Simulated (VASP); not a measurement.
Computed with MS2 meta-GGA, VASP's PBE PAW potentials (set 64) (plane waves; VASP).

The input files of a VASP run:

### INCAR
```
# general
SYSTEM  = Pt3Ti
PREC    = Accurate
ENCUT   = 520   # plane-wave cut-off (eV)
LREAL   = .FALSE.   # projection in real space or not
LASPH   = .TRUE.   # aspherical one-centre terms

# electronic loop
EDIFF   = 1E-7   # SCF stop (eV)
NELM    = 100   # most electronic steps
ALGO    = Normal
LMAXMIX = 6   # l cut-off of mixed one-centre charges
LMIXTAU = .TRUE.

# smearing
ISMEAR  = 1   # Methfessel-Paxton
SIGMA   = 0.1   # width (eV)

# functional
METAGGA = MS2

# ions
ISIF    = 2

# output
LWAVE   = .FALSE.
LCHARG  = .FALSE.
```

### KPOINTS
```
Automatic
0
gamma
  8 8 8
0 0 0
```

**POSCAR**
```
Pt3Ti
7.9432140
  0.5000000304   0.0000000000   0.0000000000
  0.0000000000   0.5000000304   0.0000000000
  0.0000000000   0.0000000000   0.5000000304
Ti Pt
1 3
direct
  0.0000000000   0.0000000000   0.0000000000
  0.0000000000   0.5000000000   0.5000000000
  0.5000000000   0.0000000000   0.5000000000
  0.5000000000   0.5000000000   0.0000000000
```

POTCAR, in this order: Ti_sv Pt (PBE.64 set). Program: vasp_std.

The run wrote:

OUTCAR:
```
 ion  position               nearest neighbor table
   1  0.000  0.000  0.000-   2 2.81   3 2.81   4 2.81   2 2.81   3 2.81   2 2.81   4 2.81   2 2.81
                             3 2.81   4 2.81   3 2.81   4 2.81
   2  0.000  0.500  0.500-   1 2.81   3 2.81   4 2.81   1 2.81   4 2.81   1 2.81   3 2.81   1 2.81
                             3 2.81   4 2.81   4 2.81   3 2.81
   3  0.500  0.000  0.500-   1 2.81   2 2.81   4 2.81   1 2.81   4 2.81   2 2.81   4 2.81   4 2.81
                             1 2.81   2 2.81   1 2.81   2 2.81
   4  0.500  0.500  0.000-   1 2.81   2 2.81   3 2.81   2 2.81   3 2.81   1 2.81   3 2.81   3 2.81
                             1 2.81   2 2.81   2 2.81   1 2.81
  LATTYP: Found a simple cubic cell.
 ALAT       =     3.9716072411
 Subroutine PRICEL returns:
 Original cell was already a primitive cell.
 Subroutine GETGRP returns: Found 48 space group operations
The static configuration has the point symmetry O_h .
The dynamic configuration has the point symmetry O_h .
 Subroutine INISYM returns: Found 48 space group operations
 Subroutine IBZKPT returns following result:
 Found     35 irreducible k-points:

 Following reciprocal coordinates:
            Coordinates               Weight
  0.000000  0.000000  0.000000      1.000000
  0.125000  0.000000  0.000000      6.000000
  0.250000  0.000000  0.000000      6.000000
  0.375000  0.000000  0.000000      6.000000
  0.500000  0.000000  0.000000      3.000000
  0.125000  0.125000  0.000000     12.000000
  0.250000  0.125000  0.000000     24.000000
  0.375000  0.125000  0.000000     24.000000
  0.500000  0.125000  0.000000     12.000000
  0.250000  0.250000  0.000000     12.000000
  0.375000  0.250000  0.000000     24.000000
  0.500000  0.250000  0.000000     12.000000
  0.375000  0.375000  0.000000     12.000000
  0.500000  0.375000  0.000000     12.000000
  0.500000  0.500000  0.000000      3.000000
  0.125000  0.125000  0.125000      8.000000
  0.250000  0.125000  0.125000     24.000000
  0.375000  0.125000  0.125000     24.000000
  0.500000  0.125000  0.125000     12.000000
  0.250000  0.250000  0.125000     24.000000
  0.375000  0.250000  0.125000     48.000000
  0.500000  0.250000  0.125000     24.000000
  0.375000  0.375000  0.125000     24.000000
  0.500000  0.375000  0.125000     24.000000
  0.500000  0.500000  0.125000      6.000000
  0.250000  0.250000  0.250000      8.000000
  0.375000  0.250000  0.250000     24.000000
  0.500000  0.250000  0.250000     12.000000
  0.375000  0.375000  0.250000     24.000000
  0.500000  0.375000  0.250000     24.000000
  0.500000  0.500000  0.250000      6.000000
  0.375000  0.375000  0.375000      8.000000
  0.500000  0.375000  0.375000     12.000000
  0.500000  0.500000  0.375000      6.000000
  0.500000  0.500000  0.500000      1.000000
   k-points           NKPTS =     35   k-points in BZ     NKDIM =     35   number of bands    NBANDS=     25
   number of dos      NEDOS =    301   number of ions     NIONS =      4
   total plane-waves  NPLWV =  27000
   dimension x,y,z NGX =    30 NGY =   30 NGZ =   30
   dimension x,y,z NGXF=    60 NGYF=   60 NGZF=   60
   ions per type =               1   3
   PREC   = accura    normal or accurate (medium, high low for compatibility)
   ISTART =      0    job   : 0-new  1-cont  2-samecut
   ICHARG =      2    charge: 1-file 2-atom 10-const
   ISPIN  =      1    spin polarized calculation?
   LNONCOLLINEAR =      F non collinear calculations
   LSORBIT =      F    spin-orbit coupling
   INIWAV =      1    electr: 0-lowe 1-rand  2-diag
   ENCUT  =  520.0 eV  38.22 Ry    6.18 a.u.   7.38  7.38  7.38*2*pi/ulx,y,z
   NELM   =    100;   NELMIN=  2; NELMDL= -5     # of ELM steps
   EDIFF  = 0.1E-06   stopping-criterion for ELM
   LREAL  =      F    real-space projection
   NLSPLINE    = F    spline interpolate recip. space projectors
...
```

File OSZICAR:
```
       N       E                     dE             d eps       ncg     rms          rms(c)
DAV:   1     0.400121999042E+03    0.40012E+03   -0.20253E+04  1750   0.173E+03
DAV:   2     0.204187421207E+02   -0.37970E+03   -0.37322E+03  1822   0.447E+02
DAV:   3    -0.146062841784E+02   -0.35025E+02   -0.34000E+02  2736   0.113E+02
DAV:   4    -0.155903302176E+02   -0.98405E+00   -0.97949E+00  1914   0.202E+01
DAV:   5    -0.156291283546E+02   -0.38798E-01   -0.38750E-01  2604   0.393E+00    0.230E+01
DAV:   6     0.185039093000E+02    0.34133E+02   -0.67572E+01  2420   0.728E+01    0.123E+01
DAV:   7     0.183168856721E+02   -0.18702E+00   -0.51050E+01  2464   0.569E+01    0.106E+01
DAV:   8     0.190965664636E+02    0.77968E+00   -0.76929E+00  2253   0.127E+01    0.612E+00
DAV:   9     0.200097078250E+02    0.91314E+00   -0.23101E+00  2682   0.123E+01    0.359E+00
DAV:  10     0.197524998426E+02   -0.25721E+00   -0.23635E+00  2563   0.727E+00    0.276E+00
DAV:  11     0.200766169948E+02    0.32412E+00   -0.10551E+00  2300   0.597E+00    0.635E-01
DAV:  12     0.200640827565E+02   -0.12534E-01   -0.77366E-02  2131   0.212E+00    0.275E-01
DAV:  13     0.200705820871E+02    0.64993E-02   -0.31614E-02  2462   0.137E+00    0.167E-01
DAV:  14     0.200711141186E+02    0.53203E-03   -0.89513E-03  2080   0.832E-01    0.885E-02
DAV:  15     0.200716370010E+02    0.52288E-03   -0.15274E-03  2262   0.318E-01    0.583E-02
DAV:  16     0.200713727714E+02   -0.26423E-03   -0.54483E-04  2365   0.154E-01    0.759E-02
DAV:  17     0.200713722348E+02   -0.53659E-06   -0.95514E-05  1950   0.867E-02    0.577E-02
DAV:  18     0.200714209399E+02    0.48705E-04   -0.73232E-05  2088   0.705E-02    0.269E-02
DAV:  19     0.200714357713E+02    0.14831E-04   -0.17478E-04  2616   0.881E-02    0.885E-03
DAV:  20     0.200714539490E+02    0.18178E-04   -0.82447E-06  2066   0.240E-02    0.439E-03
DAV:  21     0.200714517443E+02   -0.22047E-05   -0.32737E-06  2598   0.955E-03    0.298E-03
DAV:  22     0.200714598841E+02    0.81398E-05   -0.97978E-07  1782   0.926E-03    0.170E-03
DAV:  23     0.200714586257E+02   -0.12584E-05   -0.15043E-07  1340   0.345E-03    0.176E-03
DAV:  24     0.200714563633E+02   -0.22624E-05   -0.50252E-08   914   0.185E-03    0.924E-04
DAV:  25     0.200714545058E+02   -0.18575E-05   -0.29997E-08   920   0.184E-03    0.320E-04
DAV:  26     0.200714535287E+02   -0.97704E-06   -0.90232E-09   891   0.965E-04    0.104E-04
DAV:  27     0.200714534626E+02   -0.66093E-07   -0.10366E-08   890   0.733E-04
   1 F= 0.20071453E+02 E0= 0.20071877E+02  d E =-.126943E-02
```

OUTCAR:
```
------------------------ aborting loop because EDIFF is reached ----------------------------------------
  FORCE on cell =-STRESS in cart. coord.  units (eV):
  Direction    XX          YY          ZZ          XY          YZ          ZX
  --------------------------------------------------------------------------------------
  Total       -5.3547082     -5.3547082     -5.3547082      0.0000000      0.0000000     -0.0000000
  in kB     -136.9454205   -136.9454205   -136.9454205      0.0000000      0.0000000     -0.0000000
  external PRESSURE =    -136.9454205 kB  Pullay stress =       0.0000000 kB
  volume of cell :       62.65
      direct lattice vectors                 reciprocal lattice vectors
     3.971607241  0.000000000  0.000000000     0.251787234  0.000000000  0.000000000
     0.000000000  3.971607241  0.000000000     0.000000000  0.251787234  0.000000000
     0.000000000  0.000000000  3.971607241     0.000000000  0.000000000  0.251787234
 POSITION                                       TOTAL-FORCE (eV/Angst)
 -----------------------------------------------------------------------------------
      0.00000      0.00000      0.00000         0.000000      0.000000      0.000000
      0.00000      1.98580      1.98580         0.000000      0.000000      0.000000
      1.98580      0.00000      1.98580         0.000000      0.000000      0.000000
      1.98580      1.98580      0.00000         0.000000      0.000000      0.000000
 -----------------------------------------------------------------------------------
    total drift:                                0.000000      0.000000     -0.000000
  FREE ENERGIE OF THE ION-ELECTRON SYSTEM (eV)
  ---------------------------------------------------
  free  energy   TOTEN  =        20.0714534626 eV

  energy  without entropy=       20.0727228910  energy(sigma->0) =       20.07187661
```
(Selected blocks of OUTCAR.)

The compound is Pt3Ti in the L1_2 structure. This cell is one point of a volume scan, at 1.06 of the reference volume.
